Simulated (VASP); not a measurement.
An input for Ansatz (written as the equivalent of a VASP run, and not itself run):

Ansatz 0.2 input:
```yaml
crystal:
  lattice:
    - [0.0000000, 2.1400036, 2.1400036]
    - [2.1400036, 0.0000000, 2.1400036]
    - [2.1400036, 2.1400036, 0.0000000]
  atoms:
    - { symbol: Ti, position: [0.0000000, 0.0000000, 0.0000000] }
    - { symbol: C, position: [0.5000000, 0.5000000, 0.5000000] }
kpoints:
  mp_grid: { grid: [15, 15, 15] }
hamiltonian:
  xc: pbe
  pseudopotentials: { kind: paw }
scf:
  occupations: { method: methfessel_paxton, width: 0.1 }
  max_iter: 100
relax:
  max_steps: 40
  f_tol: 0.02
  cell: { p_target: 10 }
output: { forces: true, stress: true, eigenvalues: true }
```

Write the VASP files for the same calculation (PBE).

Several could match; the one computed here: 
KPOINTS:
```
Automatic mesh
0
Gamma
15 15 15
0 0 0
```

**POSCAR**
```
TiC
1
    0.0000000000     2.1400035635     2.1400035635
    2.1400035635     0.0000000000     2.1400035635
    2.1400035635     2.1400035635     0.0000000000
Ti C
1 1
Direct
  0.0000000000   0.0000000000   0.0000000000
  0.5000000000   0.5000000000   0.5000000000
```

**INCAR**
```
! general
SYSTEM  = TiC
PREC    = Accurate
ENCUT   = 620
LREAL   = F
LASPH   = T

! electronic loop
EDIFF   = 1E-6
NELM    = 100
ALGO    = Normal
LMAXMIX = 4

! smearing
ISMEAR  = 1
SIGMA   = 0.1

! functional
GGA     = PE

! ions
IBRION  = 2
NSW     = 40
ISIF    = 3
EDIFFG  = -0.02
PSTRESS = 100

! output
LWAVE   = F
LCHARG  = F
```

POTCAR, in this order: Ti_sv C (PBE.64 set). Program: vasp_std.

Limits of the translation: each code has its own PAW files, so the cut-off isn't converted (ENCUT is set for VASP's; basis.ecutwfc is left out, and Ansatz then takes the one that its files recommend); Ansatz stops its SCF on the density residual and VASP on the energy change (EDIFF).

The compound is TiC in the rock salt structure. It was relaxed first under an external pressure of 10 GPa.
